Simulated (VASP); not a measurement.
SrO (rock salt), at 0.96 of the tabulated volume:

```
SrO
1.0
    0.00000     2.54513     2.54513
    2.54513     0.00000     2.54513
    2.54513     2.54513     0.00000
Sr O
1 1
Cartesian
  0.00000   0.00000   0.00000
  2.54513   2.54513   2.54513
```

The lowest empty band near X, direction across the valley's axis, from mBJ (TB09) with spin-orbit coupling in VASP (PAW); its two spin partners are averaged. The gap over the points computed is 4.90 eV, and the next band on that side lies 3.86 eV away at the edge.

Settings: 520 eV cut-off, 10×10×10 Γ-centred mesh, Gaussian smearing of 0.050 eV, potentials Sr_sv O.

```
distance from the edge in k (1/Å)  distance in energy (meV)
---------------------------------  ------------------------
0.025                                                   5.2
0.035                                                  10.2
0.050                                                  20.7
0.070                                                  40.6
```

Q: Fit E(1 + αE) = ħ²k²/2m* (ħ²/2m0 = 3.810 eV Å²) and predict the row at 0.095 1/Å.

A: The rows don't resolve α, so a parabola serves: the electron mass is m* = 0.460 m0, and so 74.8 meV. The run gave 74.6 meV, -0.2 meV from the fit.

Left out are points under 3 meV from the edge, since the levels carry 0.1 meV, and points farther than half the way to the next band.

The compound is SrO in the rock salt structure. The cell was not relaxed at this level.
